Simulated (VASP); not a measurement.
Energy against volume of HfN (rock salt). All values below come from revPBE GGA, VASP's PBE PAW potentials (set 64) (plane waves; VASP). Settings: 520 eV cut-off, 14×14×14 Γ-centred mesh, first-order Methfessel-Paxton smearing of 0.10 eV, potentials Hf_pv N.

```tsv
V (Å³/atom)	E (eV/atom)
11.090	-10.43243
11.444	-10.46207
11.798	-10.47139
12.152	-10.46340
```

Question: Fit these four points and predict the energy of the run at 12.506 Å³/atom.

Answer: A cubic in V^(−2/3), the third-order Birch-Murnaghan form, passes through the four points with V0 = 11.80 Å³/atom and B0 = 260 GPa, and gives -10.4406 eV/atom there. The run gave -10.4407 eV/atom, -0.1 meV/atom from the fit; all five points give B0 = 260 GPa.

The compound is HfN in the rock salt structure. It was relaxed first.
